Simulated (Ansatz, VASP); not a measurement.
## Two plane-wave programs on LiBe16 (a cell with a defect)

```xyz
17
Lattice="-2.2900 -3.9664 0.0000 3.4350 -1.9832 0.0000 0.0000 0.0000 7.1769" Properties=species:S:1:pos:R:3 pbc="T T T"
Be   -0.6129   -3.7383   -0.0511
Be    0.2475   -2.7607    1.7709
Be    0.1531   -4.0184    3.5396
Be    0.2485   -2.7616    5.3075
Be   -2.2361   -1.6742   -0.0474
Be    2.3754   -2.6435    1.7752
Be   -0.9500   -2.0087    3.5396
Be    2.3751   -2.6427    5.3024
Be    1.4609   -1.7773   -0.0502
Be    1.1760   -0.7194    1.7786
Be    1.2901   -2.0113    3.5387
Be    1.1748   -0.7201    5.2977
Be   -0.1226    0.2395   -0.0475
Be    1.4090   -4.7021    1.7696
Be    0.1223   -0.0151    3.5392
Be    1.4098   -4.7025    5.3113
Li   -0.4033   -1.7453    7.1263
```

Alike in both runs: functional PBE; k mesh 5 × 5 × 3; occupations fermi-dirac, width 0.15 eV; no spin polarisation.

Ansatz relaxed the structure, and its values are those at the end. VASP's run is a single point on that final structure, the one shown.

|  | VASP | Ansatz |
| --- | --- | --- |
| version | VASP 6.6.1 | Ansatz 0.2.0 |
| potentials or method | VASP PAW PBE potentials, release 64 (Be, Li_sv) | scalar-relativistic, plane waves, PAW |
| plane-wave cutoff (eV) | 520 | 420 |
| valence electrons in the cell | 35 | 35 |

```tsv
	VASP	Ansatz	Ansatz less VASP
rms of the force components (eV/Å)	0.006	0.005	-0.0018
```
